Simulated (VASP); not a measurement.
## HfIn4SiO6: single point with PBE

HfIn4SiO6:

```
CELL_PARAMETERS angstrom
3.23023 -5.57768 -0.02470
3.23023 5.57768 -0.02470
-1.49068 0.00000 6.32030
ATOMIC_POSITIONS crystal
Hf 0.10987 0.10064 0.01837
In 0.78076 0.48675 0.00728
In 0.47820 0.78947 0.00336
In 0.54449 0.22101 0.48676
In 0.21463 0.54155 0.48116
Si 0.84778 0.84877 0.44769
O 0.82922 0.58469 0.37181
O 0.58130 0.83688 0.38171
O 0.03014 0.03360 0.28735
O 0.98414 0.97690 0.69159
O 0.42240 0.14295 0.08171
O 0.14318 0.42885 0.07573
```

The cell was built by a generator and needn't be a form met in nature.

The cell isn't the ideal one: atoms moved at random, drawn with an rms of 0.05 Å.

- Program: VASP 6.6.1
- Task: single point
- Functional: PBE
- Potentials or basis: VASP PAW PBE potentials, release 64 (Hf_pv, In_d, Si, O)
- Cutoff: 520 eV
- k mesh: 5 × 5 × 4
- Occupations: fermi-dirac, width 0.05 eV
- Spin: no spin polarisation
- Further INCAR settings: ALGO = Normal; EDIFF = 1e-07; NBANDS = 63

```yaml
Pressure: 0.2 GPa
Largest_force: 3.135 eV/Å
Band_gap_on_the_k_mesh: 0.57 eV, indirect (least direct gap 0.82 eV)
```

Forces in eV/Å, atoms in the order of the input:
```
Hf  -0.201  2.064 -2.351
In   0.070 -0.377 -0.084
In  -0.171 -0.031  0.050
In  -0.086 -0.090  0.056
In  -0.040  0.000 -0.118
Si   1.021  0.546 -1.060
O    0.045  0.249  0.182
O    0.431 -0.711  0.173
O   -2.083 -0.021  2.068
O    0.007 -0.035  0.878
O    1.092 -1.315  0.238
O   -0.085 -0.278 -0.031
```

Stress tensor (GPa, compression positive):
```
-0.09 -0.98  0.14
-0.98  0.18 -0.17
 0.14 -0.17  0.52
```

Levels at points of the mesh, in eV from the valence-band top:
```tsv
k point	band 48	band 49	band 50	band 51	band 52	band 53	band 54	band 55
(0.00, 0.00, 0.00)	-2.75	-1.21	-1.05	-0.42	1.62	1.89	2.15	2.89
(0.00, 0.00, 0.50)	-2.60	-2.20	-1.19	-0.08	1.34	1.94	2.03	2.64
```

Wall time 2.5 min on 4 MPI ranks on Intel(R) Xeon(R) 6975P-C (Granite Rapids), with other jobs on the host, peak memory 0.73 GiB a rank.

Caveat: spin-orbit coupling is left out, which moves the levels of the heavy elements; an odd mesh through Γ misses points on the zone boundary, where band edges often lie.
